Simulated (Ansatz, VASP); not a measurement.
**Two plane-wave programs on Si**

```
Si
1.0
     0.00000    2.71692    2.71692
     2.71692    0.00000    2.71692
     2.71692    2.71692    0.00000
Si
2
Direct
  0.75000 0.75000 0.75000
  0.50000 0.50000 0.50000
```

Alike in both runs: functional PBEsol; k mesh 8 × 8 × 8; occupations gaussian, width 0.02 eV; no spin polarisation.

Ansatz relaxed the structure, and its values are those at the end. VASP's run is a single point on that final structure, the one shown.

|  | VASP | Ansatz |
| --- | --- | --- |
| version | VASP 6.6.1 | Ansatz 0.2.0 |
| potentials or method | VASP PAW PBE potentials, release 64 (Si) | scalar-relativistic, plane waves, PAW |
| plane-wave cutoff (eV) | 520 | 420 |
| valence electrons in the cell | 8 | 8 |

|  | VASP | Ansatz | Ansatz less VASP |
| --- | --- | --- | --- |
| gap on the k mesh at the Fermi level (eV) | 0.51 | 0.51 | +0.005 |
| least direct gap on the mesh (eV) | 2.52 | 2.52 | +0.003 |
| pressure (GPa) | 0.1 | 0.0 | -0.11 |

Caveats: the PAW data sets were made with another functional, which shifts forces and pressure a little (VASP). A k mesh can miss the band edges. PBEsol gaps usually lie below the measured ones, often by a third to a half.
